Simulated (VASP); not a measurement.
A convergence study with VASP on In (space group I4/mmm): one setting is varied, all else stays as given below, so the limit is that of these other settings.

```
CELL_PARAMETERS angstrom
     -1.62987     1.62987     2.48243
      1.62987    -1.62987     2.48243
      1.62987     1.62987    -2.48243
ATOMIC_POSITIONS crystal
  In 0.00000 0.00000 0.00000
```

Method: PBE GGA, VASP's PBE PAW potentials (set 64) (plane waves; VASP 6.6.1). The tightest run used: 720 eV cut-off, 14×14×14 Γ-centred mesh, Fermi-Dirac smearing of 0.10 eV, potentials In_d.

```tsv
setting	E (eV/atom)	pressure (GPa)	plane waves
ENCUT = 105	73.0483	-2279.49	72
ENCUT = 120	27.5920	-1152.75	88
ENCUT = 135	8.3618	-555.42	101
ENCUT = 150	1.5977	-273.05	121
ENCUT = 165	-1.0474	-132.27	136
ENCUT = 180	-2.0890	-60.75	152
ENCUT = 210	-2.5239	-9.90	198
```

Problem. These are the cheaper rows. Estimate the results at ENCUT = 720, and how far the last row shown lies from them.

Solution. 
| quantity | tightest run | last row shown is off by |
|---|---|---|
| E (eV/atom) | -2.5563 | 0.0323 |
| pressure (GPa) | 1.60 | -11.51 |

Left out are rungs that failed or repeat a setting and relaxations that didn't move; long series are thinned to 24 rows.

The structure is a typed In crystal (space group no. 139). The cell was not relaxed at this level.
